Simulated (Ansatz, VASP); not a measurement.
# Two plane-wave programs on CaCd2Ga2

```
Cd Ca Ga
1.0
     2.30244    3.98794    0.00000
    -2.30244    3.98794    0.00000
     0.00000    0.00000    6.97889
Cd Ca Ga
2 1 2
Direct
  0.33333 0.33333 0.65923
  0.66667 0.66667 0.34077
  0.00000 0.00000 0.00000
  0.33333 0.33333 0.25228
  0.66667 0.66667 0.74772
```

The cell was built by a generator and needn't be a form met in nature.

Alike in both runs: functional PBE; k mesh 5 × 5 × 3; no spin polarisation.

Ansatz relaxed the structure, and its values are those at the end. VASP's run is a single point on that final structure, the one shown.

|  | VASP | Ansatz |
| --- | --- | --- |
| version | VASP 6.6.1 | Ansatz 0.2.0 |
| potentials or method | VASP PAW PBE potentials, release 64 (Cd, Ca_sv, Ga_d) | PAW plane waves |
| plane-wave cutoff (eV) | 520 | 420 |
| occupations | fermi-dirac, width 0.1 eV | fermi-dirac |
| valence electrons in the cell | 60 | 76 |

```tsv
	VASP	Ansatz	Ansatz less VASP
gap on the k mesh at the Fermi level (eV)	none	none	-
pressure (GPa)	0.2	0.0	-0.16
rms of the force components (eV/Å)	0.005	0.002	-0.0034
```

A gap of «none» marks a metal or a gap that the smearing closes. The two sets of potentials don't hold the same shells in valence. Ansatz warned: «structure_snapped_to_symmetry».
